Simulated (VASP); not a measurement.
# Rb2CdSe2O6: structure and properties in VASP, part 2 of 5

Aim: relax Rb2CdSe2O6, then compute properties on the relaxed cell. The start is a cell from a database of measured crystal structures.

VASP 6.6.1; vdW-DF-cx; plane waves and PAW (Cd, Rb_sv, Se, O).

So far, gap on the k-mesh (eV): step 2 (relaxing cell and atoms (vdW-DF-cx)) 3.83.

## (3) Density, ELF and potential (vdW-DF-cx)

A single point on the relaxed cell gives a clean self-consistent state, with density, ELF and potential written out.

INCAR reads:

```
SYSTEM = Rb2CdSe2O6
PREC = Accurate
ENCUT = 520
EDIFF = 1E-06
NELM = 100
ISMEAR = 0
SIGMA = 0.05
LREAL = .FALSE.
ALGO = Normal
GGA = CX
AGGAC = 0
LUSE_VDW = .TRUE.
LASPH = .TRUE.
NBANDS = 50
LORBIT = 11
LWAVE = .FALSE.
LCHARG = .TRUE.
ISIF = 2
LELF = .TRUE.
LVHAR = .TRUE.
```

POSCAR reads:

```
Rb2CdSe2O6
1.0
    2.8862060036      1.6663518132      6.5341279690
   -2.8862060036      1.6663518132      6.5341279690
    0.0000000000     -3.3327036263      6.5341279690
Cd Rb Se O
1 2 2 6
Direct
    0.0000000000      0.0000000000      0.0000000000
    0.1974833440      0.1974833440      0.1974833440
    0.8025166560      0.8025166560      0.8025166560
    0.3732106854      0.3732106854      0.3732106854
    0.6267893146      0.6267893146      0.6267893146
    0.2549577843      0.2549577843      0.7228824993
    0.7228824993      0.2549577843      0.2549577843
    0.2549577843      0.7228824993      0.2549577843
    0.2771175007      0.7450422157      0.7450422157
    0.7450422157      0.7450422157      0.2771175007
    0.7450422157      0.2771175007      0.7450422157
```

KPOINTS reads:

```
Automatic mesh
0
Gamma
6 6 6
0 0 0
```

The projector-augmented-wave data sets are Cd, Rb_sv, Se and O (PBE family, release 64).

The run is started by

```sh
mpirun -np 4 vasp_std
```

Output:

```text
[banner, memory and clock lines left out]
running    4 mpi-ranks, on    1 nodes
 distrk:  each k-point on    4 cores,    1 groups
 distr:  one band on    1 cores,    4 groups

 POSCAR found type information on POSCAR CdRbSeO
 POSCAR found :  4 types and      11 ions
 [... a notice as in an earlier step ...]

 [... a notice as in an earlier step ...]

 LDA part: xc-table for (Slater+PW92), standard interpolation
|                                                                             |
|           W    W    AA    RRRRR   N    N  II  N    N   GGGG   !!!           |
|           W    W   A  A   R    R  NN   N  II  NN   N  G    G  !!!           |
|           W    W  A    A  R    R  N N  N  II  N N  N  G       !!!           |
|           W WW W  AAAAAA  RRRRR   N  N N  II  N  N N  G  GGG   !            |
|           WW  WW  A    A  R   R   N   NN  II  N   NN  G    G                |
|           W    W  A    A  R    R  N    N  II  N    N   GGGG   !!!           |
|                                                                             |
|     The number of bands has been changed from the values supplied in        |
|     The orbitals not found in the WAVECAR file will be initialized with     |
|     random numbers, which is usually adequate. For correlated               |
|     calculations, however, you should redo the groundstate calculation.     |
|     I found NBANDS = 50. Now, NBANDS = 52.                                  |
|                                                                             |

 POSCAR, INCAR and KPOINTS ok, starting setup
 FFT: planning ... GRIDC
 FFT: planning ... GRID_SOFT
 FFT: planning ... GRID
 WAVECAR not read
 entering main loop
       N       E                     dE             d eps       ncg     rms          rms(c)
DAV:   1     0.564243944444E+03    0.56424E+03   -0.39863E+04  3336   0.140E+03
DAV:   2    -0.990243745723E+00   -0.56523E+03   -0.54509E+03  4148   0.322E+02
DAV:   3    -0.432321106104E+02   -0.42242E+02   -0.41845E+02  4272   0.912E+01
DAV:   4    -0.445148786545E+02   -0.12828E+01   -0.12792E+01  4912   0.127E+01
DAV:   5    -0.445524434719E+02   -0.37565E-01   -0.37556E-01  4328   0.182E+00    0.258E+01
DAV:   6    -0.335927741579E+02    0.10960E+02   -0.42134E+01  4260   0.437E+01    0.130E+01
DAV:   7    -0.337444344801E+02   -0.15166E+00   -0.56047E+00  3808   0.109E+01    0.741E+00
DAV:   8    -0.336584256836E+02    0.86009E-01   -0.10033E+00  4008   0.479E+00    0.220E+00
DAV:   9    -0.336154602323E+02    0.42965E-01   -0.13857E-01  4256   0.202E+00    0.527E-01
DAV:  10    -0.336183673076E+02   -0.29071E-02   -0.30016E-02  3896   0.838E-01    0.159E-01
DAV:  11    -0.336189280719E+02   -0.56076E-03   -0.13731E-03  4784   0.181E-01    0.809E-02
DAV:  12    -0.336192187480E+02   -0.29068E-03   -0.46112E-04  3652   0.113E-01    0.246E-02
DAV:  13    -0.336192514853E+02   -0.32737E-04   -0.80186E-05  4256   0.434E-02    0.911E-03
DAV:  14    -0.336192598009E+02   -0.83156E-05   -0.11530E-05  3752   0.166E-02    0.519E-03
DAV:  15    -0.336192608114E+02   -0.10104E-05   -0.16343E-06  3240   0.556E-03    0.246E-03
DAV:  16    -0.336192609596E+02   -0.14827E-06   -0.73144E-07  2676   0.393E-03
   1 F= -.33619261E+02 E0= -.33619261E+02  d E =-.499841E-12
```

Wall time 2.2 min (4 MPI ranks of AMD EPYC 9R45, shared host); peak memory 2.2 GiB; 8.7 min of CPU time.

OUTCAR, selected parts (step 3):

```text
  LATTYP: Found a trigonal (rhomboedric) cell.
 ALAT       =     7.3349670603
 COS(alpha) =     0.6903377169

The static configuration has the point symmetry D_3d.

 Found     32 irreducible k-points:

   k-points           NKPTS =     32   k-points in BZ     NKDIM =     32   number of bands    NBANDS=     52

   ENCUT  =  520.0 eV  38.22 Ry    6.18 a.u.  13.64 13.64 13.64*2*pi/ulx,y,z

   NELECT =      78.0000    total number of electrons

 E-fermi :   0.6367

 k-point     1 :       0.0000    0.0000    0.0000
  band No.  band energies     occupation
    ...
     35       0.0202      2.00000
     36       0.1112      2.00000
     37       0.2348      2.00000
     38       0.2348      2.00000
     39       0.2706      2.00000
     40       4.2322      0.00000
     41       4.9974      0.00000
     42       4.9974      0.00000
     43       5.6486      0.00000
     44       6.1109      0.00000
    ...

 k-point     2 :       0.1667   -0.0000   -0.0000
  band No.  band energies     occupation
    ...
     35      -0.1266      2.00000
     36       0.0454      2.00000
     37       0.1442      2.00000
     38       0.2189      2.00000
     39       0.2483      2.00000
     40       4.5141      0.00000
     41       4.9782      0.00000
     42       4.9939      0.00000
     43       5.9363      0.00000
     44       6.2717      0.00000
    ...

Total vdW correction in eV:     15.3495571

  Total        0.0029358      0.0029358      0.0222100      0.0000000      0.0000000      0.0000000
  in kB        0.0249464      0.0249464      0.1887236      0.0000000      0.0000000      0.0000000
  external PRESSURE =       0.0795388 kB  Pullay stress =       0.0000000 kB

 POSITION                                       TOTAL-FORCE (eV/Angst)
 -----------------------------------------------------------------------------------
      0.00000      0.00000      0.00000        -0.000000     -0.000000     -0.000000
      0.00000      0.00000      3.87114        -0.000000      0.000000      0.002836
      0.00000      0.00000     15.73124        -0.000000     -0.000000     -0.002836
      0.00000      0.00000      7.31582        -0.000000     -0.000000     -0.000826
      0.00000      0.00000     12.28656        -0.000000      0.000000      0.000826
      0.00000     -1.55945      8.05526        -0.000000     -0.007488     -0.001526
      1.35053      0.77973      8.05526         0.006485      0.003744     -0.001526
     -1.35053      0.77973      8.05526        -0.006485      0.003744     -0.001526
     -1.35053     -0.77973     11.54712        -0.006485     -0.003744      0.001526
      0.00000      1.55945     11.54712        -0.000000      0.007488      0.001526
      1.35053     -0.77973     11.54712         0.006485     -0.003744      0.001526
 -----------------------------------------------------------------------------------
    total drift:                                0.000000      0.000000      0.000000

  FREE ENERGIE OF THE ION-ELECTRON SYSTEM (eV)
  ---------------------------------------------------
  free  energy   TOTEN  =       -33.6192609596 eV

  energy  without entropy=      -33.6192609596  energy(sigma->0) =      -33.61926096

Total vdW correction in eV:     15.3495763

 total charge
# of ion       s       p       d       tot
------------------------------------------
    1        0.301   0.239   9.658  10.198
    2        1.937   5.366   0.025   7.328
    3        1.937   5.366   0.025   7.328
    4        1.468   2.056   0.379   3.903
    5        1.468   2.056   0.379   3.903
    6        1.578   3.411   0.000   4.989
    7        1.578   3.411   0.000   4.989
    8        1.578   3.411   0.000   4.989
    9        1.578   3.411   0.000   4.989
   10        1.578   3.411   0.000   4.989
   11        1.578   3.411   0.000   4.989
--------------------------------------------------
tot         16.578  35.551  10.467  62.596

[... 3 parts as in an earlier step ...]

[... 7 further parts left out ...]
```

This step gave:

```yaml
scf_cycles: 16
bands: 52
fermi_energy: 0.6367 eV
pressure: 0.007954 GPa
```

Valence electrons inside each PAW sphere by angular momentum. Sphere charges, by row:

| atom | s (e) | p (e) | d (e) | tot (e) |
| --- | --- | --- | --- | --- |
| Cd1 | 0.301 | 0.239 | 9.658 | 10.2 |
| Rb2 | 1.937 | 5.366 | 0.025 | 7.328 |
| Rb3 | 1.937 | 5.366 | 0.025 | 7.328 |
| Se4 | 1.468 | 2.056 | 0.379 | 3.903 |
| Se5 | 1.468 | 2.056 | 0.379 | 3.903 |
| O6 | 1.578 | 3.411 | 0 | 4.989 |
| O7 | 1.578 | 3.411 | 0 | 4.989 |
| O8 | 1.578 | 3.411 | 0 | 4.989 |
| O9 | 1.578 | 3.411 | 0 | 4.989 |
| O10 | 1.578 | 3.411 | 0 | 4.989 |
| O11 | 1.578 | 3.411 | 0 | 4.989 |

Valence density in the ac plane of the conventional cell at fractional y = 0.000, with atoms of Cd and Rb and Se and O within 0.2 Å of it. It is the smooth field of the valence electrons, not physical close to the nuclei.

Ten steps, logarithmic in the rise over the least value, from '_' (0.01 × 1e0 e/Å³) to '@' (6.28 × 1e0 e/Å³), each cell a mean:
```
@@%%++--::......__......::==**%%
::::::--==--::......--==----::::
__....::--::....__..::::::::....
++++--..________________..::==++
####**--..__..::::....__::++####
****==::..--++%%%%##==::..--++**
::....__..--**%%@@##==::____..::
====::..__..::----::......::--==
==++==--::....____....::--==++++
==++++++++--::____..::==++++++==
::::------::..____..::------::::
________________________________
________..______________..______
------====--..____..::--====----
--++++++==--..____..::==++++++==
++++==--::..............::--++++
----::..__..::====--::..__..::--
--::..__..--**@@@@%%++::__..::::
##**++::..::++####**--....==**##
####++--..____......____::==**##
====::....______________..::--==
__....------::......::----::..__
==----------::......::--------==
@@%%++--......______....::==##@@
```
Columns run along a (5.8 Å), rows up along c (19.6 Å), edges of the conventional cell, whose origin can differ from the input's. Atoms in or near the plane, at fractional coordinates: Cd at (0.00, 0.00), Rb at (0.00, 0.20), Rb at (0.00, 0.80), Se at (0.00, 0.37), Se at (0.00, 0.63), O at (0.51, 0.74), O at (0.49, 0.26).

Electrostatic potential energy in the ac plane of the conventional cell at fractional y = 0.000, with atoms of Cd and Rb and Se and O within 0.2 Å of it. With pseudopotentials it is smooth inside the atoms' cores, unlike the true potential.

Ten even steps from '_' (-39 eV) to '@' (6 eV), each cell a mean:
```
****##%%@@@@@@@@@@@@@@@@@@%%****
%%%%@@@@@@@@@@@@@@@@@@@@@@@@@@%%
@@@@@@@@@@@@@@@@@@@@@@@@@@@@@@@@
####%%@@@@@@@@@@@@@@@@@@@@%%####
--==**%%@@@@@@@@@@@@@@@@%%##++==
++**##%%@@@@%%--::**@@@@@@%%##**
@@@@@@@@@@@@##::::++@@@@@@@@@@@@
##%%%%@@@@@@@@@@@@@@@@@@@@@@%%##
..__==%%@@@@@@@@@@@@@@@@@@##..__
__..++%%@@@@@@@@@@@@@@@@%%##--__
%%@@@@@@@@@@@@@@@@@@@@@@@@@@@@%%
@@@@@@@@@@@@@@@@@@@@@@@@@@@@@@@@
@@@@@@@@@@@@@@@@@@@@@@@@@@@@@@@@
##%%@@@@@@@@@@@@@@@@@@@@@@@@%%##
..__==%%@@@@@@@@@@@@@@@@%%##..__
....++%%@@@@@@@@@@@@@@@@@@##::__
%%%%@@@@@@@@@@@@@@@@@@@@@@@@@@%%
%%%%@@@@@@@@##..__--@@@@@@@@@@%%
++++##%%@@@@@@++++##@@@@@@%%**++
==++**%%@@@@@@@@@@@@@@@@%%##++==
##%%%%@@@@@@@@@@@@@@@@@@@@@@%%##
@@@@@@@@@@@@@@@@@@@@@@@@@@@@@@@@
%%%%@@@@@@@@@@@@@@@@@@@@@@@@%%%%
****##%%@@@@@@@@@@@@@@@@@@##****
```
Columns run along a (5.8 Å; values clipped at the 3rd and 97th percentile), rows up along c (19.6 Å), edges of the conventional cell, whose origin can differ from the input's. Atoms in or near the plane, at fractional coordinates: Cd at (0.00, 0.00), Rb at (0.00, 0.20), Rb at (0.00, 0.80), Se at (0.00, 0.37), Se at (0.00, 0.63), O at (0.51, 0.74), O at (0.49, 0.26).

ELF in the ac plane of the conventional cell at fractional y = 0.000, with atoms of Cd and Rb and Se and O within 0.2 Å of it. It is the smooth field of the valence electrons, not physical close to the nuclei.

Ten even steps from '0' (0.01) to '9' (0.89), each cell a mean:
```
0121211000121111
1025774002676310
0013541000354200
8741000000000367
6896002333103897
8872058989721588
2200158878730012
9961012332100489
8974220000123589
6666773001577666
2235641000366422
0000000000000000
0001100000011100
3346762000477533
6766763001576676
9983110000012699
8751013444200368
3310169879840023
8983048988611698
6996001221003897
6531000000000246
0015652001466300
1114663002565211
0121110000011110
```
Columns run along a (5.8 Å), rows up along c (19.6 Å), edges of the conventional cell, whose origin can differ from the input's. Atoms in or near the plane, at fractional coordinates: Cd at (0.00, 0.00), Rb at (0.00, 0.20), Rb at (0.00, 0.80), Se at (0.00, 0.37), Se at (0.00, 0.63), O at (0.51, 0.74), O at (0.49, 0.26).

In this run the pressure is 0.01 GPa, small enough to go on; single stress components reach 0.02 GPa.

(Part 2 of 5 ends here.)

[Lines on the potential files, build, host, timing and source positions are cut from VASP's logs without a mark.]

[Logs are printed without paths, hosts, clocks, repeated set-up lines and the standing remarks that a program may print on its own settings, such as how far it seeks lower states.]

[Hosts, paths, dates, database ids (printed as entryN), source tags and the programs' standing remarks are cut or masked in the printed files.]

[A measured line is paired with the nearest computed mode of its activity, which favours agreement.]

[In band tables of VASP the shares of atoms and orbitals are scaled to a sum of 1 inside the atoms' spheres.]
